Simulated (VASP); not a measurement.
An input for Quantum ESPRESSO's pw.x (written as the equivalent of a VASP run, and not itself run):

```
&CONTROL
  calculation = 'scf'
  pseudo_dir = './pseudo'
  outdir = './out'
  tprnfor = .true.
  tstress = .true.
/
&SYSTEM
  ibrav = 0
  nat = 2
  ntyp = 2
  ecutwfc = 98
  occupations = 'smearing'
  smearing = 'methfessel-paxton'
  degauss = 0.00735
  input_dft = 'pbe'
/
&ELECTRONS
  conv_thr = 7.3e-08
  electron_maxstep = 100
/
ATOMIC_SPECIES
  Al 26.982 Al.upf
  Ni 58.693 Ni.upf
CELL_PARAMETERS angstrom
     2.9656080    0.0000000    0.0000000
     0.0000000    2.9478510    0.0000000
     0.0000000    0.0000000    2.9100140
ATOMIC_POSITIONS crystal
  Al   0.5000000  0.5000000  0.5000000
  Ni   0.0094750  0.0000000  0.0000000
K_POINTS automatic
  11 11 11 0 0 0
HUBBARD {ortho-atomic}
U Ni-3d 5
```

Task: Write the VASP files for the same calculation (PBE+U).

Result: Several could match; the one computed here: 
### KPOINTS
```
Automatic mesh
0
Gamma
 11 11 11
0 0 0
```

INCAR:
```
# general
SYSTEM     =  NiAl
PREC       =  Accurate
ENCUT      =  400   # plane-wave cut-off (eV)
LREAL      =  .FALSE.
LASPH      =  .TRUE.   # aspherical one-centre terms

# electronic loop
EDIFF      =  1E-6   # SCF stop (eV)
NELM       =  100
ALGO       =  Normal   # blocked Davidson
LMAXMIX    =  4

# smearing
ISMEAR     =  1   # Methfessel-Paxton
SIGMA      =  0.1   # width (eV)

# functional
GGA        =  PE   # PBE

# DFT+U
LDAU       =  .TRUE.
LDAUTYPE   =  2   # Dudarev
LDAUL      =  -1 2
LDAUU      =  0 5.0
LDAUJ      =  0 0
LDAUPRINT  =  1

# ions
ISIF       =  2

# output
LWAVE      =  .FALSE.
LCHARG     =  .FALSE.
LORBIT     =  10
```

File POSCAR:
```
NiAl
1.0
  2.9656080000   0.0000000000   0.0000000000
  0.0000000000   2.9478510000   0.0000000000
  0.0000000000   0.0000000000   2.9100140000
Al Ni
1 1
direct
  0.5000000000   0.5000000000   0.5000000000
  0.0094750000   0.0000000000   0.0000000000
```

POTCAR, in this order: Al Ni (PBE.64 set). Program: vasp_std.

What does not carry over: the potentials are each code's own (VASP's PAW set, PseudoDojo norm-conserving files in pw.x), so ENCUT and ecutwfc are chosen apart and not converted; conv_thr bounds pw.x's estimated SCF error, while EDIFF bounds the energy change between steps; the +U projectors differ (PAW spheres against orthogonalised atomic orbitals), so the same U acts differently.

The compound is NiAl in the CsCl type structure. The cell was not relaxed at this level, atoms are displaced from their ideal sites. The run is one of a series of settings (LDAU = .TRUE., LDAUJ = 0 0, LDAUL = -1 2, LDAUTYPE = 2, LDAUU = 0 5.0 against the base run), some of them coarse on purpose.
